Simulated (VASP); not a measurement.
Crystal: Cd2CuO3.

```
Cd Cu O
1.0
     3.81210    0.00000    0.00000
    -1.90605    3.30137    0.00000
     0.00000    0.00000    7.22066
Cd Cu O
2 1 3
Direct
  0.00000 0.00000 0.67759
  0.00000 0.00000 0.32241
  0.00000 0.00000 0.00000
  0.50000 0.00000 0.50000
  0.00000 0.50000 0.50000
  0.50000 0.50000 0.50000
```

The cell was built by a generator and needn't be a form met in nature.

| Quantity | Value |
| --- | --- |
| Program | VASP 6.6.1 |
| Task | relaxation of cell and atoms |
| Functional | PBE |
| Potentials or basis | VASP PAW PBE potentials, release 64 (Cd, Cu, O) |
| Cutoff | 520 eV |
| k mesh | 4 × 4 × 2 |
| Occupations | gaussian, width 0.15 eV |
| Spin | no spin polarisation |

At the start: pressure 30.2 GPa; volume 15.15 Å³/atom.

**Question.** How do energy, volume and symmetry change on relaxing?

**Answer.** Over 10 steps the energy falls by 336.8 meV/atom and the volume is 19.21 Å³/atom (+26.8 %); space group P6/mmm (No. 191, to 0.05 Å).

Step by step:
| step | energy change (eV) | largest force (eV/Å) | pressure (GPa) | volume (Å³) |
| --- | --- | --- | --- | --- |
| 1 | 0.0000 | 3.0574 | 30.18 | 90.87 |
| 2 | -1.3218 | 1.0755 | -8.82 | 133.76 |
| 3 | 55.9880 | 1.6585 | 1.47 | 114.12 |
| 4 | 0.9008 | 0.6016 | 2.10 | 119.65 |
| 5 | 4.4211 | 0.2615 | -1.03 | 119.64 |
| 6 | -1.9551 | 0.3136 | -2.10 | 118.66 |
| 7 | -2.0158 | 0.0156 | -1.02 | 116.40 |
| 8 | -2.0190 | 0.1274 | -0.60 | 115.82 |
| 9 | -2.0192 | 0.1703 | -0.19 | 115.79 |
| 10 | -2.0211 | 0.0752 | -0.13 | 115.24 |

Final structure:
```cif
data_structure
_symmetry_space_group_name_H-M 'P 1'
_symmetry_Int_Tables_number 1
_cell_length_a 4.0782
_cell_length_b 4.0782
_cell_length_c 8.0004
_cell_angle_alpha 90.000
_cell_angle_beta 90.000
_cell_angle_gamma 120.000
_cell_volume 115.24
loop_
_atom_site_label
_atom_site_type_symbol
_atom_site_fract_x
_atom_site_fract_y
_atom_site_fract_z
_atom_site_occupancy
Cd1 Cd 0.00000 0.00000 0.68737 1
Cd2 Cd 0.00000 0.00000 0.31263 1
Cu1 Cu 0.00000 0.00000 0.00000 1
O1 O 0.50000 0.00000 0.50000 1
O2 O 0.00000 0.50000 0.50000 1
O3 O 0.50000 0.50000 0.50000 1
```

Caveat: the k mesh is coarse (spacing up to 0.48 Å⁻¹), so the values aren't converged; the volume moved by over 15 % at a fixed basis, so the end points are rough; an odd number of electrons without spin polarisation forces a metal; a magnetic or distorted state may lie lower; the run has no spin polarisation, though such a crystal can be magnetic; the relaxation stopped at a loose force limit of 0.08 eV/Å, so its end isn't a converged minimum.
